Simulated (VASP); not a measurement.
Set up this calculation in VASP 6.6.1, as the native input.

| Property | Result |
| --- | --- |
| Task | single point |
| Functional | PBE |
| Potentials or basis | VASP PAW PBE potentials, release 64 (Cu, W_sv) |
| Cutoff | 520 eV |
| k mesh | 12 × 12 × 18 |
| Occupations | gaussian, width 0.1 eV |
| Spin | no spin polarisation |
| Dipole correction | no |
| Further INCAR settings | ALGO = Fast; EDIFF = 1e-07; NBANDS = 26 |

The structure of CuW2 lies in POSCAR:

```
CuW2
1.0
    4.5027150362      0.0000000000      0.0000000000
   -2.2513575181      3.8994656074      0.0000000000
    0.0000000000      0.0000000000      2.6428358821
Cu W
1 2
Direct
    0.0000000000      0.0000000000      0.5000000000
    0.6666666667      0.3333333333      0.0000000000
    0.3333333333      0.6666666667      0.0000000000
```

The cell was built by a generator and needn't be a form met in nature.

The input as run:

INCAR

```
SYSTEM = CuW2
ALGO = Fast
EDIFF = 1E-7
ENCUT = 520
GGA = PE
ISIF = 2
ISMEAR = 0
LASPH = .True.
LCHARG = .False.
LREAL = .False.
LWAVE = .False.
NBANDS = 26
NELM = 100
PREC = Accurate
SIGMA = 0.1
```

KPOINTS

```
k-points
0
Gamma
  12 12 18
  0 0 0
```

Potentials or basis: VASP PAW PBE potentials, release 64 (Cu, W_sv).

The run is started by

```console
$ cat potpaw_PBE.64/Cu/POTCAR potpaw_PBE.64/W_sv/POTCAR > POTCAR
$ mpirun -np 1 vasp_std > vasp.out
```

It gave:

```
Pressure               : 0.7 GPa
Band gap on the k mesh : none (metal or under the smearing width)
```

Wall time 3.8 min on 1 thread of Intel(R) Xeon(R) Platinum 8488C (Sapphire Rapids), on a shared host, peak memory 0.32 GiB.
